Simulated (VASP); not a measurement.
LuMnIn: equation of state with PBE

LuMnIn:

```
Lu In Mn
1.0
     4.73656    0.00000    0.00000
    -2.36828    4.10198    0.00000
     0.00000    0.00000    3.40074
Lu In Mn
1 1 1
Direct
  0.00000 0.00000 0.00000
  0.66667 0.33333 0.50000
  0.33333 0.66667 0.50000
```

The cell comes from a database or a generator and needn't be the stable form of this composition.

```
Program                : VASP 6.6.1
Task                   : equation of state
Functional             : PBE
Potentials or basis    : VASP PAW PBE potentials, release 64 (Lu, In_d, Mn_pv)
Cutoff                 : 520 eV
k mesh                 : 7 × 7 × 8
Occupations            : fermi-dirac, width 0.05 eV
Spin                   : collinear spin, ferromagnetic start
Starting moments       : [0.0, 0.0, 4.0] μB
Further INCAR settings : ALGO = Normal; EDIFF = 1e-07; NBANDS = 36
```

| Item | Value |
| --- | --- |
| Equilibrium volume | 22.05 Å³/atom |
| Bulk modulus at fixed shape and positions | 70 GPa |
| Pressure derivative of the bulk modulus | 4.7 |

Energy against volume, from the lowest point:
| volume (Å³/atom) | energy (meV/atom) |
| --- | --- |
| 20.703 | 20.22 |
| 21.144 | 8.82 |
| 21.584 | 2.25 |
| 22.025 | 0.00 |
| 22.465 | 1.62 |
| 22.906 | 6.66 |
| 23.346 | 14.78 |

All runs of the series together: 11 min on 1 thread of Intel(R) Xeon(R) 6975P-C (Granite Rapids), on a shared host.

Caveat: the cell was scaled at fixed shape and fractional positions, which overstates the stiffness of a crystal with free parameters, most of all of layers and chains.
